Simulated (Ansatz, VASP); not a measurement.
# YTlS3: VASP beside Ansatz

```
Y Tl S
1.0
     5.31517    0.00000    0.00000
     0.00000    5.31517    0.00000
     0.00000    0.00000    5.31517
Y Tl S
1 1 3
Direct
  0.00000 0.00000 0.00000
  0.50000 0.50000 0.50000
  0.50000 0.00000 0.00000
  0.00000 0.50000 0.00000
  0.00000 0.00000 0.50000
```

Alike in both runs: functional PBE; k mesh 8 × 8 × 8; occupations gaussian, width 0.1 eV; no spin polarisation.

Ansatz relaxed the structure, and its values are those at the end. VASP's run is a single point on that final structure, the one shown.

|  | VASP | Ansatz |
| --- | --- | --- |
| version | VASP 6.6.1 | Ansatz 0.2.0 |
| potentials or method | VASP PAW PBE potentials, release 64 (Y_sv, Tl_d, S) | scalar-relativistic, plane waves, PAW |
| plane-wave cutoff (eV) | 520 | 420 |
| valence electrons in the cell | 42 | 42 |

Ansatz gave:

* gap on the k mesh at the Fermi level (eV): none
* pressure (GPa): 0.0

Estimate VASP's values.

gap on the k mesh at the Fermi level (eV): none; pressure (GPa): -0.1.

A gap of «none» marks a metal or a gap that the smearing closes. The functional is the same, so the differences come from potentials, cutoffs and numerics.

Spin-orbit coupling is left out, which matters for the levels of Tl.
